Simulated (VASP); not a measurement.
Data:

```
GaSb
1.0
    0.00000     3.06359     3.06359
    3.06359     0.00000     3.06359
    3.06359     3.06359     0.00000
Ga Sb
1 1
Direct
  0.00000   0.00000   0.00000
  0.25000   0.25000   0.25000
```

All values below come from r2SCAN meta-GGA, VASP's PBE PAW potentials (set 64) (plane waves; VASP). Numerical set-up: 400 eV cut-off, 8×8×8 Γ-centred mesh, tetrahedra with Blöchl corrections, potentials Ga_d Sb.

Unless said otherwise, spin-orbit coupling is left out, though it shifts the bands of the heavy elements here.

**Question.** Give the energies of bands 7 to 12 at the high-symmetry points, in eV from the valence-band maximum.

**Answer.** 
```json
[
 {"band": "7", "Γ": "0.00", "X": "-7.03", "U": "-6.84", "L": "-6.56", "W": "-6.89"},
 {"band": "8", "Γ": "0.00", "X": "-2.68", "U": "-3.73", "L": "-1.21", "W": "-3.46"},
 {"band": "9", "Γ": "0.00", "X": "-2.68", "U": "-2.28", "L": "-1.21", "W": "-3.23"},
 {"band": "10", "Γ": "0.41", "X": "1.12", "U": "1.65", "L": "0.67", "W": "4.00"},
 {"band": "11", "Γ": "2.98", "X": "1.49", "U": "4.19", "L": "4.01", "W": "4.62"},
 {"band": "12", "Γ": "2.98", "X": "9.23", "U": "7.07", "L": "4.01", "W": "4.80"}
]
```

The gap is direct, 0.41 eV, from the valence maximum at Γ to the conduction minimum at Γ.

The compound is GaSb in the zinc blende structure. It was relaxed first.
